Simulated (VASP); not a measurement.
VASP runs on Cl (space group Cmce) share one base input (PBE GGA, plane waves, VASP's PBE PAW potentials (set 64)) and change the settings named in each case.

### INCAR
```
SYSTEM = Cl
PREC = Accurate; ENCUT = 300; LREAL = F
LASPH = T
EDIFF = 1E-6; NELM = 100; ALGO = Normal
ISMEAR = 0; SIGMA = 0.05
GGA = PE
ISIF = 2
LWAVE = F; LCHARG = F
```

**KPOINTS**
```
Automatic mesh
0
Gamma
7 7 4
0 0 0
```

POSCAR:
```
Cl
1
    2.2285760000    -3.1040880000     0.0000000000
    2.2285760000     3.1040880000     0.0000000000
    0.0000000000     0.0000000000     8.2178740000
Cl
4
Direct
  0.8770000000   0.8770000000   0.8970000000
  0.6230000000   0.6230000000   0.3970000000
  0.3770000000   0.3770000000   0.6030000000
  0.1230000000   0.1230000000   0.1030000000
```

POTCAR, in this order: Cl (PBE.64 set). Program: vasp_std.

```json
[
 {"change": "base run", "E(σ→0) (eV/atom)": "-1.8237", "pressure (GPa)": "0.01", "largest force (eV/Å)": "0.136", "−TS (eV)": "0.0000"},
 {"change": "ISYM = 0", "E(σ→0) (eV/atom)": "-1.8237", "pressure (GPa)": "0.01", "largest force (eV/Å)": "0.136", "−TS (eV)": "0.0000"},
 {"change": "NBANDS = 78", "E(σ→0) (eV/atom)": "-1.8237", "pressure (GPa)": "0.02", "largest force (eV/Å)": "0.137", "−TS (eV)": "0.0000"},
 {"change": "IVDW = 11", "E(σ→0) (eV/atom)": "-1.9403", "pressure (GPa)": "-0.67", "largest force (eV/Å)": "0.149", "−TS (eV)": "0.0000"},
 {"change": "KPOINTS 9×9×4 Γ-centred mesh", "E(σ→0) (eV/atom)": "-1.8237", "pressure (GPa)": "0.02", "largest force (eV/Å)": "0.136", "−TS (eV)": "0.0000"},
 {"change": "SIGMA = 0.5", "E(σ→0) (eV/atom)": "-1.8236", "pressure (GPa)": "0.01", "largest force (eV/Å)": "0.136", "−TS (eV)": "-0.0004"},
 {"change": "ENCUT = 120", "E(σ→0) (eV/atom)": "-2.2401", "pressure (GPa)": "-69.10", "largest force (eV/Å)": "3.140", "−TS (eV)": "0.0000"}
]
```
 Energies of different potentials or functionals have different zeros.

Left out are runs that ran out of time, are held back, or changed the cell or the kind of run, fixed moments of cells without a moment, rows past the twelfth, gaps on odd meshes, pressures of charged cells and columns that move by less than the noise.

The structure is a typed Cl crystal. The cell was not relaxed at this level, forces remain on its atoms, its lattice was scaled by up to 2.5 %.
